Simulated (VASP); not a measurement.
Data:

```
TiC
1.0
    0.00000     2.16756     2.16756
    2.16756     0.00000     2.16756
    2.16756     2.16756     0.00000
Ti C
1 1
Direct
  0.00000   0.00000   0.00000
  0.50000   0.50000   0.50000
```

Method: optB88-vdW, VASP's PBE PAW potentials (set 64) (plane waves; VASP 6.6.1). Run with 520 eV cut-off, 14×14×14 Γ-centred mesh, first-order Methfessel-Paxton smearing of 0.10 eV, potentials Ti_sv C.

Estimate the energy per atom (σ→0), band gap (on the k-mesh) with the smallest direct gap where there is one.

The band gap (on the k-mesh) is none (metal, semimetal or under 0.01 eV) and the energy per atom (σ→0) comes out as -7.350 eV/atom.

The absolute energy has meaning only against runs of the same code, potentials and settings.

The compound is TiC in the rock salt structure. It was relaxed first.
